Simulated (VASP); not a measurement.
# LaBi: accuracy against cost in the PAW data sets and plane-wave cutoff, part 3 of 3

A convergence test on LaBi: the PAW data sets and plane-wave cutoff. The atoms are off their equilibrium sites, so that forces can be compared too. The series runs use PBEsol. The atoms of the start are displaced at random from the sites of a Fm-3m cell.

VASP 6.6.1, plane waves and PAW; the level of theory is named at each step.

Still holding for the runs below: The k-mesh is coarse for a metal.

So far. Step 13 (Plane-wave cutoff: ENCUT = 320): Against the run before the energy moves by +1.52 meV an atom and the pressure by -0.18 GPa, after 13 cycles in 32 s.

The database entry behind the starting cell differs from later determinations by our own check (about 0.2 % short), so it need not match the best structure at ambient conditions.

### Step 14. Plane-wave cutoff: ENCUT = 390 (continued)

Level of this step: PBEsol; plane waves and PAW (La, Bi_d) (VASP).

Parts of OUTCAR (step 14):

```text
  Total       -0.0657103     -0.0041421     -0.1431134     -0.0528159     -0.0159099     -0.0119501
  in kB       -1.4883321     -0.0938179     -3.2415047     -1.1962755     -0.3603576     -0.2706694
  external PRESSURE =      -1.6078849 kB  Pullay stress =       0.0000000 kB

 POSITION                                       TOTAL-FORCE (eV/Angst)
 -----------------------------------------------------------------------------------
      3.22644      6.49123      3.29293         0.201289      0.264090      0.061319
      3.28518      3.28552      3.31091        -0.201289     -0.264090     -0.061319
 -----------------------------------------------------------------------------------
    total drift:                                0.000095      0.000476     -0.001119

  FREE ENERGIE OF THE ION-ELECTRON SYSTEM (eV)
  ---------------------------------------------------
  free  energy   TOTEN  =       -11.7559194511 eV

  energy  without entropy=      -11.7530313460  energy(sigma->0) =      -11.75447540

[... 1 part as in an earlier step ...]

[... 2 further parts left out ...]
[key lines of the parts left out:]
E-fermi :   6.7930
```

Against the run before the energy moves by +0.66 meV an atom and the pressure by +0.26 GPa, after 14 cycles in 42 s.

### Step 15. Plane-wave cutoff: ENCUT = 490

Input file INCAR:

```
SYSTEM = LaBi
PREC = Accurate
ENCUT = 490
EDIFF = 1E-06
NELM = 100
ISMEAR = -1
SIGMA = 0.05
LREAL = .FALSE.
ALGO = Normal
GGA = PS
NBANDS = 19
LASPH = .TRUE.
LORBIT = 11
LWAVE = .FALSE.
LCHARG = .FALSE.
KPAR = 2
ISIF = 2
```

Input file POSCAR:

```
LaBi
1.0
    0.0000000000      3.2825000000      3.2825000000
    3.2825000000      0.0000000000      3.2825000000
    3.2825000000      3.2825000000      0.0000000000
La Bi
1 1
Direct
   -0.0011080000      0.0042860000     -0.0213650000
    0.5043790000      0.5042760000      0.4965410000
```

Input file KPOINTS:

```
Automatic mesh
0
Gamma
6 6 6
0 0 0
```

PAW data sets: La and Bi_d (PBE family, release 64).

Started as:

```sh
$ mpirun -np 2 vasp_std
```

The log of the run:

```text
[... set-up lines as in an earlier step ...]
 entering main loop
       N       E                     dE             d eps       ncg     rms          rms(c)
DAV:   1     0.268000972707E+03    0.26800E+03   -0.10967E+04  4280   0.185E+03
DAV:   2     0.179917603498E+02   -0.25001E+03   -0.24308E+03  5336   0.357E+02
DAV:   3    -0.100945608170E+02   -0.28086E+02   -0.27372E+02  5523   0.161E+02
DAV:   4    -0.117737454593E+02   -0.16792E+01   -0.16528E+01  8039   0.352E+01
[...]
DAV:  12    -0.117560449439E+02   -0.33565E-04   -0.18685E-04  7840   0.644E-02    0.944E-03
DAV:  13    -0.117560480676E+02   -0.31237E-05   -0.22484E-05  7432   0.214E-02    0.372E-03
DAV:  14    -0.117560480622E+02    0.54251E-08   -0.39316E-06  7192   0.102E-02
   1 F= -.11756048E+02 E0= -.11754602E+02  d E =-.289219E-02
```

Elapsed: 71 s, on 2 MPI ranks of AMD EPYC 9R14 (Zen 4), shared host; peak memory 0.61 GiB; 2.3 min of CPU time.

OUTCAR, selected parts (step 15):

```text
  Total       -0.0450138      0.0167098     -0.1227095     -0.0527738     -0.0160586     -0.0120790
  in kB       -1.0195594      0.3784744     -2.7793577     -1.1953223     -0.3637247     -0.2735891
  external PRESSURE =      -1.1401476 kB  Pullay stress =       0.0000000 kB

 POSITION                                       TOTAL-FORCE (eV/Angst)
 -----------------------------------------------------------------------------------
      3.22644      6.49123      3.29293         0.201316      0.264022      0.061013
      3.28518      3.28552      3.31091        -0.201316     -0.264022     -0.061013
 -----------------------------------------------------------------------------------
    total drift:                                0.000010      0.000185      0.000136

  FREE ENERGIE OF THE ION-ELECTRON SYSTEM (eV)
  ---------------------------------------------------
  free  energy   TOTEN  =       -11.7560480622 eV

  energy  without entropy=      -11.7531558686  energy(sigma->0) =      -11.75460197

[... 1 part as in an earlier step ...]

[... 2 further parts left out ...]
[key lines of the parts left out:]
E-fermi :   6.7930
```

Against the run before the energy moves by -0.06 meV an atom and the pressure by +0.05 GPa, after 14 cycles in 71 s.

### Step 16. The plane-wave cutoff series as a table

This step: convergence of PBEsol results with the cutoff; plane waves and PAW (VASP 6.6.1).

No new run; the numbers come from the runs before.

Differences are taken from the run with ENCUT = 490. Results of the series, by row:

```
    setting     status  energy less the reference (meV/atom)  pressure (GPa)  largest force difference (meV/Å)  SCF cycles  wall time (s)
ENCUT = 150  converged                                  3062          -148.6                             311.4          12             12
ENCUT = 180  converged                                 382.3          -35.26                             30.75          11           11.8
ENCUT = 220  converged                                 11.22          -3.488                             2.175          12           18.4
ENCUT = 240  converged                                -3.423         -0.8048                             1.568          12           18.6
ENCUT = 280  converged                                 -2.12         -0.2426                              0.54          13             31
ENCUT = 320  converged                               -0.5981         -0.4201                             0.329          13             32
ENCUT = 390  converged                               0.06328         -0.1608                             0.306          14             42
ENCUT = 490  converged                                     0          -0.114                                 0          14             71
```

### Step 17. Results

```yaml
spread_of_the_pressure_over_the_paw_data_sets: 0.663 GPa
plane_wave_cutoff_from_which_the_energy_stays_within_10_mev_atom_of_the_reference: ENCUT = 240
plane_wave_cutoff_from_which_the_energy_stays_within_1_mev_atom_of_the_reference: ENCUT = 320
plane_wave_cutoff_from_which_the_pressure_stays_within_0p2_gpa_of_the_reference: ENCUT = 390
spread_of_the_pressure_over_the_plane_wave_cutoff: 148 GPa
spread_of_the_energy_over_the_plane_wave_cutoff: 3065 meV/atom
```

The choice of data set moves the pressure between -0.53 GPa (gw 64: La_GW Bi_d_GW) and 0.14 GPa (soft 64: La_s Bi_d); the cutoffs differ too (400 and 410 eV). From ENCUT = 320 on, the energy stays within 1 meV an atom of the reference, at 45 % of its time. The pressure holds within 0.2 GPa from ENCUT = 390 on. These cutoffs are 0.6 to 2 times the default of the data sets, about 240 eV; at the default the run is off by -3.4 meV an atom, -0.69 GPa, 1.6 meV/Å in forces, and at 1.3 times by -0.6 meV an atom, -0.31 GPa, 0.3 meV/Å in forces. Energy differences between like cells converge faster than these totals. Differences are taken from the run with ENCUT = 490, which is itself not the exact limit. Data sets differ in their zero of energy, so energies are not compared. The runs at ENCUT = 150; ENCUT = 180; ENCUT = 220 are over 30 meV an atom or 2 GPa off and describe the material poorly.

[Lines on the potential files, build, host, timing and source positions are cut from VASP's logs without a mark.]

[Logs are printed without paths, hosts, clocks, repeated set-up lines and the standing remarks that a program may print on its own settings, such as how far it seeks lower states.]

[Hosts, paths, dates, database ids (printed as entryN), source tags and the programs' standing remarks are cut or masked in the printed files.]

[A measured line is paired with the nearest computed mode of its activity, which favours agreement.]

[In band tables of VASP the shares of atoms and orbitals are scaled to a sum of 1 inside the atoms' spheres.]
